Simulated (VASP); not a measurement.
An input for Quantum ESPRESSO's pw.x (written as the equivalent of a VASP run, and not itself run):

```
&CONTROL
  calculation = 'vc-relax'
  pseudo_dir = './pseudo'
  outdir = './out'
  tprnfor = .true.
  tstress = .true.
  nstep = 30
  forc_conv_thr = 0.00039
/
&SYSTEM
  ibrav = 0
  nat = 2
  ntyp = 1
  ecutwfc = 84
  occupations = 'smearing'
  smearing = 'methfessel-paxton'
  degauss = 0.00735
  input_dft = 'vdw-df2'
/
&ELECTRONS
  conv_thr = 7.3e-09
  electron_maxstep = 100
/
&IONS
/
&CELL
  cell_dofree = 'shape'
/
ATOMIC_SPECIES
  Zn 65.380 Zn.upf
CELL_PARAMETERS angstrom
     1.3319542   -2.3070128    0.0000000
     1.3319542    2.3070128    0.0000000
     0.0000000    0.0000000    6.1555886
ATOMIC_POSITIONS crystal
  Zn   0.3333330  0.6666670  0.2500000
  Zn   0.6666670  0.3333330  0.7500000
K_POINTS automatic
  15 15 6 0 0 0
```

Problem. Write the VASP files for the same calculation (vdW-DF2).

Solution. This is not unique; one that fits is 
### INCAR
```
# general
SYSTEM    =  Zn
PREC      =  Accurate
ENCUT     =  520
LREAL     =  .FALSE.
LASPH     =  .TRUE.

# electronic loop
EDIFF     =  1E-7
NELM      =  100   # most electronic steps
ALGO      =  Normal   # blocked Davidson
LMAXMIX   =  4

# smearing
ISMEAR    =  1   # Methfessel-Paxton
SIGMA     =  0.1

# functional
GGA       =  ML
LUSE_VDW  =  .TRUE.
AGGAC     =  0.0
ZAB_VDW   =  -1.8867

# ions
IBRION    =  2   # conjugate gradients
NSW       =  30
ISIF      =  4
EDIFFG    =  -0.01   # ionic stop

# output
LWAVE     =  .FALSE.
LCHARG    =  .FALSE.
```

**KPOINTS**
```
Automatic mesh
0
Gamma
15 15 6
0 0 0
```

### POSCAR
```
Zn
1
    1.3319542436    -2.3070128487     0.0000000000
    1.3319542436     2.3070128487     0.0000000000
    0.0000000000     0.0000000000     6.1555885691
Zn
2
Direct
  0.3333330000   0.6666670000   0.2500000000
  0.6666670000   0.3333330000   0.7500000000
```

POTCAR, in this order: Zn (PBE.64 set). Program: vasp_std.

Limits of the translation: the potentials are each code's own (VASP's PAW set, PseudoDojo norm-conserving files in pw.x), so ENCUT and ecutwfc are chosen apart and not converted; conv_thr bounds pw.x's estimated SCF error, while EDIFF bounds the energy change between steps; forc_conv_thr acts on force components and is met together with etot_conv_thr.

The compound is Zn in the hcp structure. This cell is one point of a volume scan, at 0.97 of the reference volume. Symmetry was kept, so distortions that lower it aren't found.
